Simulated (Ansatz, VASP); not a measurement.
# Cross-check of Os (Osmium) between VASP and Ansatz

Wanted: the spread between two codes on one cell, functional and k mesh. The cell is taken from a series of runs on this material, whose earlier steps may have relaxed, scaled, displaced or heated it; both programs get it as it stands.

Main program and level: Ansatz 0.2.0; plane waves, with VASP 6.6.1 beside it; zone-centre phonons at LDA.

### Step 1. Set-up

Symmetry: P6_3/mmc, No. 194, hexagonal system. Conventional cell: a = 2.797 Å, b = 2.797 Å, c = 4.217 Å, α = 90.00°, β = 90.00°, γ = 120.00°. Nearest to Os lie 12 Os at 2.66 to 2.80 Å.

### Step 2. VASP: zone-centre phonons, LDA

Second derivatives magnify differences that forces hide, and they need a tight electronic threshold.

Lines of VASP's logs that name or quote its potential files are left out, and so is its time.

Input file INCAR:

```
SYSTEM = Os
PREC = Accurate
ENCUT = 600
EDIFF = 1E-08
NELM = 120
ISMEAR = 1
SIGMA = 0.2
LREAL = .FALSE.
ALGO = Normal
GGA = CA
NBANDS = 14
LASPH = .TRUE.
LORBIT = 11
LWAVE = .FALSE.
LCHARG = .FALSE.
ISIF = 2
IBRION = 8
GGA_COMPAT = .FALSE.
KPAR = 2
```

Input file POSCAR:

```
Os
1.0
    2.7967141507      0.0000000000      0.0000000000
   -1.3983570753      2.4220255016      0.0000000000
    0.0000000000      0.0000000000      4.2172262973
Os
2
Direct
    0.3333333333      0.6666666667      0.2500000000
    0.6666666667      0.3333333333      0.7500000000
```

Input file KPOINTS:

```
Automatic mesh
0
Gamma
18 18 12
0 0 0
```

The projector-augmented-wave data sets are Os (LDA family, release 64).

Command:

```sh
$ mpirun -np 2 vasp_std
```

Numbers of over 12 decimals in the logs are rounded to 6 here.

Log:

```text
[banner, memory and clock lines left out]
running    2 mpi-ranks, on    1 nodes
 distrk:  each k-point on    1 cores,    2 groups
 distr:  one band on    1 cores,    1 groups

 POSCAR found type information on POSCAR Os
 POSCAR found :  1 types and       2 ions
 LDA part: xc-table for (Slater(with rela. corr.)+CA(PZ))
 , standard interpolation
 POSCAR, INCAR and KPOINTS ok, starting setup
 FFT: planning ... GRIDC
 FFT: planning ... GRID_SOFT
 FFT: planning ... GRID
 WAVECAR not read
 entering main loop
       N       E                     dE             d eps       ncg     rms          rms(c)
DAV:   1     0.108744659620E+03    0.10874E+03   -0.82484E+03  7252   0.123E+03
DAV:   2    -0.207137512480E+02   -0.12946E+03   -0.11427E+03  7462   0.356E+02
DAV:   3    -0.267700538306E+02   -0.60563E+01   -0.57468E+01  9544   0.669E+01
DAV:   4    -0.268342181971E+02   -0.64164E-01   -0.63980E-01  7780   0.718E+00
DAV:   5    -0.268345696613E+02   -0.35146E-03   -0.35144E-03  9430   0.482E-01    0.313E+01
DAV:   6    -0.255327494534E+02    0.13018E+01   -0.13407E+00  8800   0.103E+01    0.133E+01
DAV:   7    -0.252050529351E+02    0.32770E+00   -0.73331E-01  9144   0.742E+00    0.811E-01
DAV:   8    -0.251966848127E+02    0.83681E-02   -0.67383E-03  7404   0.624E-01    0.378E-01
DAV:   9    -0.251942773880E+02    0.24074E-02   -0.14708E-03  8596   0.385E-01    0.514E-02
DAV:  10    -0.251942841801E+02   -0.67921E-05   -0.30999E-05  8938   0.459E-02    0.170E-02
DAV:  11    -0.251942787196E+02    0.54605E-05   -0.19373E-06  8302   0.146E-02    0.217E-03
DAV:  12    -0.251942785459E+02    0.17370E-06   -0.91013E-08  8718   0.342E-03    0.164E-04
DAV:  13    -0.251942785458E+02    0.62755E-10   -0.28464E-09  5282   0.552E-04
   1 F= -.25194279E+02 E0= -.25194475E+02  d E =0.587944E-03
 Linear response reoptimize wavefunctions to high precision
DAV:   1    -0.251942785453E+02    0.52296E-09   -0.28656E-10  5252   0.156E-04
DAV:   2    -0.251942785453E+02    0.10687E-10   -0.31766E-11  4220   0.665E-05
 Linear response DOF=           2
 Linear response progress:
  Degree of freedom:   1/  2
       N       E                     dE             d eps       ncg     rms          rms(c)
RMM:   1    -0.199039510046E+00   -0.19904E+00   -0.11479E-01 53528   0.249E+00
RMM:   2    -0.195297601216E+00    0.37419E-02   -0.17524E-03 44783   0.515E-01    0.153E-01
RMM:   3    -0.194155691910E+00    0.11419E-02   -0.50661E-04 50184   0.153E-01    0.859E-02
RMM:   4    -0.193567548202E+00    0.58814E-03   -0.73294E-04 50511   0.179E-01    0.115E-02
RMM:   5    -0.193645420802E+00   -0.77873E-04   -0.14203E-05 51963   0.270E-02    0.375E-03
RMM:   6    -0.193629173126E+00    0.16248E-04   -0.12506E-06 51857   0.752E-03    0.144E-03
RMM:   7    -0.193626294674E+00    0.28785E-05   -0.15430E-09 53164   0.150E-03    0.861E-04
RMM:   8    -0.193623768308E+00    0.25264E-05   -0.31760E-08 51812   0.120E-03    0.998E-05
RMM:   9    -0.193623251934E+00    0.51637E-06    0.52286E-08 53682   0.174E-04    0.253E-05
RMM:  10    -0.193623018316E+00    0.23362E-06   -0.26342E-11 52311   0.431E-05    0.432E-06
RMM:  11    -0.193622997587E+00    0.20729E-07    0.12995E-08 54436   0.169E-05    0.172E-06
RMM:  12    -0.193623006589E+00   -0.90023E-08    0.28011E-10 46743   0.124E-05    0.298E-07
 first order change of Fermi-energy  -0.10455E-04
 force on displaced ion       1 direction 1 : -10.197   0.001   0.000
 Linear response progress:
  Degree of freedom:   2/  2
       N       E                     dE             d eps       ncg     rms          rms(c)
RMM:   1    -0.247612120090E+00   -0.24761E+00   -0.14264E-01 18867   0.263E+00
RMM:   2    -0.239295649672E+00    0.83165E-02   -0.45978E-03 15165   0.705E-01    0.186E-01
RMM:   3    -0.238744257129E+00    0.55139E-03   -0.59682E-04 17677   0.146E-01    0.104E-01
RMM:   4    -0.238843934767E+00   -0.99678E-04   -0.43038E-04 17615   0.151E-01    0.107E-02
RMM:   5    -0.238891676282E+00   -0.47742E-04    0.25646E-05 18219   0.169E-02    0.607E-03
RMM:   6    -0.238900611491E+00   -0.89352E-05    0.10764E-05 17993   0.393E-03    0.420E-03
RMM:   7    -0.238916859525E+00   -0.16248E-04    0.22088E-06 18059   0.409E-03    0.414E-04
RMM:   8    -0.238914878740E+00    0.19808E-05   -0.15546E-08 18348   0.621E-04    0.150E-04
RMM:   9    -0.238913528846E+00    0.13499E-05    0.38128E-08 18331   0.199E-04    0.331E-05
RMM:  10    -0.238913564921E+00   -0.36076E-07    0.10883E-07 17560   0.902E-05    0.324E-06
RMM:  11    -0.238913594679E+00   -0.29758E-07   -0.90924E-09 18685   0.380E-05    0.268E-06
RMM:  12    -0.238913592042E+00    0.26371E-08   -0.84346E-09 17905   0.267E-05    0.360E-07
 first order change of Fermi-energy   0.13435E-03
 force on displaced ion       1 direction 3 :   0.000  -0.000 -18.555
 Linear response finished
```

OUTCAR, selected parts (step 2):

```text
ion  position               nearest neighbor table
   1  0.333  0.667  0.250-   2 2.66   2 2.66   2 2.66   2 2.66   2 2.66   2 2.66
   2  0.667  0.333  0.750-   1 2.66   1 2.66   1 2.66   1 2.66   1 2.66   1 2.66

  LATTYP: Found a hexagonal cell.
 ALAT       =     2.7967141507
 C/A-ratio  =     1.5079218218

 Subroutine GETGRP returns: Found 24 space group operations
 (whereof 12 operations were pure point group operations)

The static configuration has the point symmetry D_3d.
 The point group associated with its full space group is D_6h.

 Found    259 irreducible k-points:

   k-points           NKPTS =    259   k-points in BZ     NKDIM =    259   number of bands    NBANDS=     14

   dimension x,y,z NGX =    24 NGY =   24 NGZ =   36
   dimension x,y,z NGXF=    48 NGYF=   48 NGZF=   72

   ENCUT  =  600.0 eV  44.10 Ry    6.64 a.u.   5.59  5.59  8.42*2*pi/ulx,y,z

   NELECT =      16.0000    total number of electrons

 k-points in reciprocal lattice and weights: Automatic mesh
   0.00000000  0.00000000  0.00000000       0.000
   0.05555556 -0.00000000  0.00000000       0.002
   0.11111111 -0.00000000  0.00000000       0.002
   0.16666667  0.00000000  0.00000000       0.002
   0.22222222  0.00000000  0.00000000       0.002
   0.27777778  0.00000000  0.00000000       0.002
   0.33333333  0.00000000  0.00000000       0.002
   0.38888889 -0.00000000  0.00000000       0.002
   0.44444444  0.00000000  0.00000000       0.002
[...]
0.33333333  0.27777778  0.50000000       0.003
   0.33333333  0.33333333  0.50000000       0.001

 average (electrostatic) potential at core
       1 -43.8586       2 -43.8586

  Total       -3.9015428     -3.9015428      0.0978598     -0.0000000      0.0000000      0.0000000
  in kB     -218.8231471   -218.8231470      5.4885972     -0.0000000      0.0000000      0.0000000
  external PRESSURE =    -144.0525656 kB  Pullay stress =       0.0000000 kB

  energy-cutoff  :      600.00
  volume of cell :       28.57
      direct lattice vectors                 reciprocal lattice vectors
     2.796714151  0.000000000  0.000000000     0.357562463  0.206438784  0.000000000
    -1.398357075  2.422025502  0.000000000     0.000000000  0.412877569  0.000000000
     0.000000000  0.000000000  4.217226297     0.000000000  0.000000000  0.237122680

 POSITION                                       TOTAL-FORCE (eV/Angst)
 -----------------------------------------------------------------------------------
     -0.00000      1.61468      1.05431         0.000000      0.000000      0.000000
      1.39836      0.80734      3.16292        -0.000000     -0.000000      0.000000
 -----------------------------------------------------------------------------------
    total drift:                               -0.000000      0.000000     -0.000000

 Eigenvectors and eigenvalues of the dynamical matrix
 ----------------------------------------------------

   1 f  =    6.905502 THz    43.388546 2PiTHz  230.342739 cm-1    28.558847 meV
             X         Y         Z           dx          dy          dz
     -0.000000  1.614684  1.054307    -0.000000    0.000000   -0.707107
      1.398357  0.807342  3.162920     0.000000    0.000000    0.707107

   2 f  =    5.119195 THz    32.164854 2PiTHz  170.757981 cm-1    21.171282 meV
             X         Y         Z           dx          dy          dz
     -0.000000  1.614684  1.054307     0.614349    0.350108    0.000000
      1.398357  0.807342  3.162920    -0.614349   -0.350108    0.000000

   3 f  =    5.119195 THz    32.164854 2PiTHz  170.757981 cm-1    21.171282 meV
             X         Y         Z           dx          dy          dz
     -0.000000  1.614684  1.054307     0.350108   -0.614349   -0.000000
      1.398357  0.807342  3.162920    -0.350108    0.614349   -0.000000

   4 f  =    0.000000 THz     0.000000 2PiTHz    0.000001 cm-1     0.000000 meV
             X         Y         Z           dx          dy          dz
     -0.000000  1.614684  1.054307     0.140636   -0.399612    0.566155
      1.398357  0.807342  3.162920     0.140636   -0.399612    0.566155

   5 f  =    0.000000 THz     0.000000 2PiTHz    0.000001 cm-1     0.000000 meV
             X         Y         Z           dx          dy          dz
     -0.000000  1.614684  1.054307     0.254973   -0.507332   -0.421430
      1.398357  0.807342  3.162920     0.254973   -0.507332   -0.421430

   6 f/i=    0.000000 THz     0.000000 2PiTHz    0.000002 cm-1     0.000000 meV
             X         Y         Z           dx          dy          dz
     -0.000000  1.614684  1.054307    -0.644368   -0.287966   -0.043191
      1.398357  0.807342  3.162920    -0.644368   -0.287966   -0.043191

 ELASTIC MODULI CONTR FROM IONIC RELAXATION (kBar)
 Direction    XX          YY          ZZ          XY          YZ          ZX
 --------------------------------------------------------------------------------
 XX         -13.9212     13.9212     -0.0000     -0.0000      0.0000      0.0000
 YY          13.9212    -13.9212      0.0000     -0.0000      0.0000     -0.0000
 ZZ          -0.0000      0.0000     -0.0000      0.0000      0.0000      0.0000
 XY          -0.0000     -0.0000      0.0000    -13.9212      0.0000      0.0000
 YZ           0.0000      0.0000      0.0000      0.0000      0.0000      0.0000
 ZX           0.0000     -0.0000      0.0000      0.0000      0.0000     -0.0000
 --------------------------------------------------------------------------------
```

### Step 3. Ansatz: zone-centre phonons, LDA

Ansatz runs on its PAW soft_1 files.

The same cell, functional (in two slightly different forms), mesh and smearing now go to Ansatz, which takes its cutoff from its data sets.

Input file input.yaml:

```yaml
crystal:
  lattice:
    - [2.7967141507, 0.0, 0.0]
    - [-1.3983570753, 2.4220255016, 0.0]
    - [0.0, 0.0, 4.2172262973]
  atoms:
    - { symbol: Os, position: [0.3333333333, 0.6666666667, 0.25] }
    - { symbol: Os, position: [0.6666666667, 0.3333333333, 0.75] }
kpoints:
  mp_grid: { grid: [18, 18, 12] }
hamiltonian:
  xc: lda
  pseudopotentials: { kind: paw, azcp: { folder: soft_1 }, xc_functional: pbe }
scf:
  occupations: { method: methfessel_paxton, width: 0.2 }
output:
  eigenvalues: true
phonons:
  method: dfpt
```

Command:

```sh
$ ansatz run input.yaml --threads 4 --pin off --max-ram 10240MiB --backend cpu --events-out ev --progress --plain --runs-dir out
```

Log:

```text
zone centre: on kpoints.mp_grid the ground state, and the responses unless they are solved on pairs of k-points, stand on 637 of the mesh's 3888 k-points, reduced under 4 symmetry operations, with k and −k counted as one. Each operation leaves every solved displacement unchanged or reverses it
Engine: ansatz 0.2.0, aarch64-unknown-linux-gnu
Pseudopotentials: kind: paw
Pseudopotential: Os, paw, valence charge 16, recommended cutoff 420 eV (normal), soft_1/Os.paw.azcp
Functional definition: SPW92
  exchange = slater_x
  correlation = pw_c
Crystal: 2 atoms, lattice volume = 28.566 Å³
Basis set: ecut = 420 eV, 579 PW (Γ), exchange–correlation on 40×40×60 points (8 copies of the dense FFT grid, shifted against one another)
Bands: 20, of which v1, the nominal top of the filled ones, is band 16 counted from 1 (15 counted from 0)
Symmetry: 24 space group operations
k-points: 637 of 3888 (irreducible under 4 space group operations, time reversal used)
Non-local potential: Os, projectors of the file, l = 0: 3, l = 1: 2, l = 2: 2, l = 3: 1
PAW form: soft (Blöchl's): semilocal exchange-correlation on the pseudo side does not see the compensation charge
PAW frozen core: Os, regenerated for the run's functional, and the local potential with it (the file was generated under x = pbe(κ = 0.804, μ = 0.219515), c = pbe(β = 0.066725))
PAW one-centre angular grid: Os, 590 points (default); XC on 64 Gauss nodes
Initial density: superposition of atomic densities (chi_scale 0.1, normalization cell)
Initial wavefunctions: pseudopotential atomic-orbital guess
Functional: x = slater, c = lda
SCF iter   1: F=—  HF=-22239.292959 eV  |F-HF|=—  |Δ(HF+E_count)|=         —  Δρ=6.08e-2  dr2=8.90e-1  ethr=3.10e-3  ⟨swp⟩=5.0  Hψ=115594  notcnv=0  defer=56
automatic band count: the SCF goes on with 24 bands, as 20 were too few: they end inside the smearing window of the response
preconditioner: auto → none  [metal: Δε(μ)=0.009 eV  Ē_g=11.852 eV  σ=0.200 eV  W_gap=0.04  n_scr=8 (ndim 8)  ℏωp=27.8 eV  f_vac=0.000  D(μ)=1.20/eV (n_scr^D=8)  sad-step TF]
SCF iter   2: F=—  HF=-22239.054976 eV  |F-HF|=—  |Δ(HF+E_count)|=   2.38e-1  S|Δr|=    0.00e0  Δρ=3.56e-2  dr2=2.97e-1  ethr=2.78e-3  ⟨swp⟩=2.0  Hψ=23003  notcnv=0  defer=458
SCF iter   3: F=—  HF=-22238.945674 eV  |F-HF|=—  |Δ(HF+E_count)|=   1.09e-1  S|Δr|=    0.00e0  Δρ=1.57e-3  dr2=3.19e-4  ethr=9.28e-4  ⟨swp⟩=2.0  Hψ=21738  notcnv=0  defer=458
SCF iter   4: F=—  HF=-22238.945358 eV  |F-HF|=—  |Δ(HF+E_count)|=   3.16e-4  S|Δr|=    0.00e0  Δρ=2.23e-4  dr2=6.13e-6  ethr=9.96e-7  ⟨swp⟩=2.2  Hψ=23739  notcnv=0  defer=642
SCF iter   5: F=—  HF=-22238.945355 eV  |F-HF|=—  |Δ(HF+E_count)|=   3.15e-6  S|Δr|=    0.00e0  Δρ=5.03e-5  dr2=4.49e-7  ethr=1.91e-8  ⟨swp⟩=2.0  Hψ=23845  notcnv=0  defer=642
SCF iter   6: F=—  HF=-22238.945362 eV  |F-HF|=—  |Δ(HF+E_count)|=   6.50e-6  S|Δr|=    0.00e0  Δρ=1.44e-5  dr2=4.52e-8  ethr=1.40e-9  ⟨swp⟩=2.2  Hψ=22818  notcnv=0  defer=764
SCF iter   7: F=—  HF=-22238.945362 eV  |F-HF|=—  |Δ(HF+E_count)|=   1.77e-8  S|Δr|=    0.00e0  Δρ=3.18e-6  dr2=2.11e-9  ethr=1.41e-10  ⟨swp⟩=2.4  Hψ=20946  notcnv=0  defer=767
SCF iter   8: F=-22238.945362 eV  HF=-22238.945362 eV  |F-HF|=1.09e-11  |Δ(HF+E_count)|=  8.48e-10  S|Δr|=    0.00e0  Δρ=1.36e-7  dr2=3.02e-12  ethr=1.00e-12  ⟨swp⟩=9.0  Hψ=85855  notcnv=0
SCF 1 converged in 8 iterations: F = -22238.945362 eV  dr2 = 3.02e-12
  greatest PAW one-centre occupation: 1.000 electrons in one spin orbital (limit 2), on the Os atom at site 1 (counted from 0), in its partial waves of l = 0
DFPT response loops at Γ: preconditioner auto → Kerker (q_TF=auto, 2.780 Å⁻¹) (partly filled bands, converged f_vac=0.000); β = 1.00, the filter's whole step (`scf.mixing.beta` (0.50) is not read by the response loops under this deck's `scf.mixing.preconditioner`; to damp them name `kerker` or `kerker_dos`, under which they read `scf.mixing.beta`, and type it under 1.00, their step now; both keys bind the ground state too); Broyden in place of MSR1
SCF converged after 8 iterations
Stability not checked: this state was not tested for a lower state beside it, because cold or Methfessel-Paxton smearing, or corrected tetrahedra, fill the levels in a way that the test cannot read (fill_not_monotonic; see scf.lower_state_search)
Free energy (F): -22238.945362 eV
Harris-Foulkes:  -22238.945362 eV  (|F-HF|=1.09e-11)
Internal energy: -22238.945862 eV  (E = F + TS)
E sigma→0 (E₀):  -22238.945487 eV
Entropy (-TS):   0.000501 eV (0.250 meV/atom)
Fermi energy:    25.016681 eV
Step filling:    the computed levels leave a gap of 0.0000 eV = 0.0 smearing widths at the electron count; against every level under it full and every level over it empty, smearing changes F+E_penalty+E_count by +0.415 meV and its σ→0 estimate by +0.290 meV
--- Per-component energies (eV) ---
  E_band       = -160.223286
  E_kinetic    = 983.595802
  E_local      = -1884.342691  (includes V_loc(G=0)·N_el)
  E_nonlocal   = 405.444305
  E_hartree    = 669.025110
  E_xc         = -465.048991
  E_vxc        = -492.201267  (∫ρ·V_xc dr)
  E_paw        = -17563.986119  (= ΣΔE_a)
  E_vpaw       = -510.770507  (= ΣTr[D̂ρ^β])
  E_aug_tail   = 0.000877  (compensation charges beyond the density's cutoff)
  E_ewald      = -4384.359801
  E_core_change = 0.725646  (= ΣΔE_core)
  E_smearing   = 0.000501  (= −TS)
  E_closure    = 0.000000  (closes the sum)
  Σ components = -22238.945362   (vs F -22238.945362, Δ=0.00e0)
--- Band table (eV; the first three rows and the last of 637) ---
  k-point 0: bands = [... 12 lower, 22.7935, 22.8996, 22.8996, 23.0645, 23.0645, 25.6301, 26.6312, 26.6312, ... 4 higher]
  k-point 1: bands = [... 12 lower, 22.7327, 22.8232, 22.8232, 23.2526, 23.2526, 25.3000, 26.6633, 26.6633, ... 4 higher]
  k-point 2: bands = [... 12 lower, 22.5610, 22.6205, 22.6205, 23.6878, 23.6878, 24.4893, 26.7240, 26.7240, ... 4 higher]
  k-point 636: bands = [... 12 lower, 21.6775, 21.6775, 23.3884, 23.3884, 27.1099, 27.1099, 29.5908, 29.5908, ... 4 higher]
--- Phonons (Γ-DFPT): 2 representative perturbations + reference, on 637 of 3888 k-points (Σ response iterations 4) ---
  k mesh reduced under 4 symmetry operations, with k and −k counted as one. Each operation leaves every solved displacement unchanged or reverses it
  ASR residual: 3.039e-5 → 0.000e0 eV/Å²; symmetrization residual: 9.982e-10 eV/Å²
  ASR residual per site (eV/Å²): 3.04e-5 3.04e-5
  Γ frequencies (cm⁻¹): 0.00 0.00 0.00 171.63 171.63 232.36
  non-analytic LO–TO correction: not included (Born effective charges unavailable; polar crystals: no LO–TO splitting at Γ)
```

The column dr2 measures how far the density is from self-consistency, as an energy; F and HF (Harris–Foulkes) agree once it is small.

### Step 4. Side by side

Known differences besides the potentials themselves: the two LDA forms differ slightly; the data sets hold 32 valence electrons in Ansatz (on its PAW soft_1 files) and 16 in VASP; the cutoff is 420 eV in Ansatz and 600 eV in VASP; VASP's log shows a relativistic correction to its local exchange, Ansatz's none. Total energies have different zeros and are not compared.

The two programs side by side:

```
                  quantity  Ansatz   VASP  difference
optical mode 1 to 2 (cm⁻¹)   171.6  170.8     +0.51 %
     optical mode 3 (cm⁻¹)   232.4  230.3     +0.88 %
```

Modes are paired by rising frequency, not by their patterns, so a pair may set unlike modes beside each other; they are those without the splitting of longitudinal modes.

### Step 5. Outcome

```yaml
r_m_s_difference_of_the_optical_zone_centre_modes_each_program_s_sorted_by_frequency_zone_centre_phonons_lda: 1.4 cm⁻¹
difference_in_optical_mode_3_zone_centre_phonons_lda: +0.9 %
```

**Reading.** The r.m.s. difference of the optical zone-centre modes, each program's sorted by frequency is 1.4 cm⁻¹ (zone-centre phonons, LDA). The data sets hold unlike numbers of valence electrons (32 in Ansatz and 16 in VASP), so part of the differences comes from the potentials. Among the rows given in per cent, the largest difference of the zone-centre phonons, LDA pair is in optical mode 3, +0.9 %. Such differences can come from data sets, numerical settings and the points named under the comparisons, not from the functional's error against experiment.

[Lines on the potential files, build, host, timing and source positions are cut from VASP's logs without a mark.]

[Logs are printed without paths, hosts, clocks, repeated set-up lines and the standing remarks that a program may print on its own settings, such as how far it seeks lower states.]

[Hosts, paths, dates, database ids (printed as entryN), source tags and the programs' standing remarks are cut or masked in the printed files.]
